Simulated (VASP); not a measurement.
Data:

```yaml
crystal:
  lattice:
    - [3.91246, 0.00000, 0.00000]
    - [0.00000, 3.91246, 0.00000]
    - [0.00000, 0.00000, 4.93872]
  atoms:
    - { symbol: Mg, position: [0.50000, 0.50000, 0.00000] }
    - { symbol: Mg, position: [0.00000, 0.00000, 0.50000] }
    - { symbol: C, position: [0.88766, 0.88766, 0.00000] }
    - { symbol: C, position: [0.11234, 0.11234, 0.00000] }
    - { symbol: C, position: [0.61234, 0.38766, 0.50000] }
    - { symbol: C, position: [0.38766, 0.61234, 0.50000] }
```

These are LDA (Ceperley-Alder, Perdew-Zunger), VASP's LDA PAW potentials (set 64) (plane waves; VASP 6.6.1) values and carry that method's errors. Numerical set-up: 400 eV cut-off, 5×5×4 Γ-centred mesh, Gaussian smearing of 0.010 eV, potentials Mg C.

At this cut-off the stress carries a Pulay error, which pulls relaxed volumes low.

Task: Which forces act on the atoms, in eV/Å?

Result: 
```csv
atom,Fx,Fy,Fz
Mg1,0.000,0.000,0.000
Mg2,0.000,0.000,0.000
C3,-0.313,-0.313,0.000
C4,0.313,0.313,0.000
C5,0.313,-0.313,0.000
C6,-0.313,0.313,0.000
```

Task: Give the stress tensor in GPa (positive for a compressed cell).

Result: 
```
-3.12   0.00   0.00
 0.00  -3.12   0.00
 0.00   0.00  -4.32
```
The pressure is its mean diagonal, -3.52 GPa.

The structure comes from a computed database's MgC2 entry; how it stands against other phases isn't given here. The cell was not relaxed at this level.
